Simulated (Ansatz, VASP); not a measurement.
Si3Br: VASP beside Ansatz

```
CELL_PARAMETERS angstrom
4.11151 0.00000 0.00000
0.00000 4.11151 0.00000
0.00000 0.00000 4.11151
ATOMIC_POSITIONS crystal
Si 0.00000 0.50000 0.50000
Si 0.50000 0.00000 0.50000
Si 0.50000 0.50000 0.00000
Br 0.00000 0.00000 0.00000
```

Change from the starting cell: species swapped into the ZnAg3 type (Pm-3m, No. 221).

Alike in both runs: task relaxation of cell and atoms; functional PBE; k mesh 4 × 4 × 4; occupations gaussian, width 0.1 eV; no spin polarisation.

```csv
,VASP,Ansatz
version,VASP 6.6.1,Ansatz 0.2.0
potentials or method,"VASP PAW PBE potentials, release 64 (Si, Br)","scalar-relativistic, plane waves, PAW"
plane-wave cutoff (eV),600,420
valence electrons in the cell,19,19
```

```tsv
	VASP	Ansatz	Ansatz less VASP
gap on the k mesh at the Fermi level, each at its own relaxed structure (eV)	none	none	-
relaxed volume (Å³/atom)	19.13	19.18	+0.057
relaxed cell length with the largest relative difference (Å)	4.245	4.249	+0.0042
energy change over the relaxation (meV/atom)	-33	-33	+0.3
```

A gap of «none» marks a metal or a gap that the smearing closes.

Caveats: the k mesh is coarse (spacing up to 0.38 Å⁻¹), so the values aren't converged; an odd number of electrons without spin polarisation forces a metal; a magnetic or distorted state may lie lower.
